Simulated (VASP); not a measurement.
Given:

```
CELL_PARAMETERS angstrom
      0.00000     2.58000     2.58000
      2.58000     0.00000     2.58000
      2.58000     2.58000     0.00000
ATOMIC_POSITIONS crystal
  Sr 0.00000 0.00000 0.00000
  O  0.50000 0.50000 0.50000
```

Method: PBE GGA, VASP's PBE PAW potentials (set 64) (plane waves; VASP). Numerical set-up: 520 eV cut-off, 12×12×12 Γ-centred mesh, Gaussian smearing of 0.050 eV, potentials Sr_sv O.

Gaps are read on the run's mesh, which can miss a band edge.

Question: Estimate the energy per atom (σ→0), pressure, band gap (on the k-mesh) with the smallest direct gap where there is one.

Answer: 
```
Property                                         Result
-----------------------------------  ------------------
band gap (on the k-mesh)                        3.27 eV
smallest direct gap (on the k-mesh)             3.37 eV
energy per atom (σ→0)                -581.2 kJ/mol-atom
pressure                                       2.35 GPa
```

The compound is SrO in the rock salt structure. The cell was not relaxed at this level. The run is one of a series of settings (KPOINTS 12×12×12 Γ-centred mesh against the base run), some of them coarse on purpose.
